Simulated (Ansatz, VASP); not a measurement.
Be3Si: VASP beside Ansatz

```
Be Si
1.0
    -1.73828    1.73828    3.38609
     1.73828   -1.73828    3.38609
     1.73828    1.73828   -3.38609
Be Si
3 1
Direct
  0.75000 0.25000 0.50000
  0.25000 0.75000 0.50000
  0.50000 0.50000 0.00000
  0.00000 0.00000 0.00000
```

Alike in both runs: task single point; functional LDA; k mesh 18 × 18 × 18; occupations gaussian, width 0.1 eV; no spin polarisation.

|  | VASP | Ansatz |
| --- | --- | --- |
| version | VASP 6.6.1 | Ansatz 0.2.0 |
| potentials or method | VASP PAW LDA potentials, release 64 (Be, Si) | scalar-relativistic, plane waves, PAW |
| plane-wave cutoff (eV) | 520 | 420 |
| valence electrons in the cell | 10 | 10 |

Ansatz gave:

* gap on the k mesh at the Fermi level (eV): none
* pressure (GPa): -8.4
* largest component of the traceless stress (GPa): 4.59

Question: Estimate VASP's values.

Answer: gap on the k mesh at the Fermi level (eV): none; pressure (GPa): -8.1; largest component of the traceless stress (GPa): 4.59.

A gap of «none» marks a metal or a gap that the smearing closes.
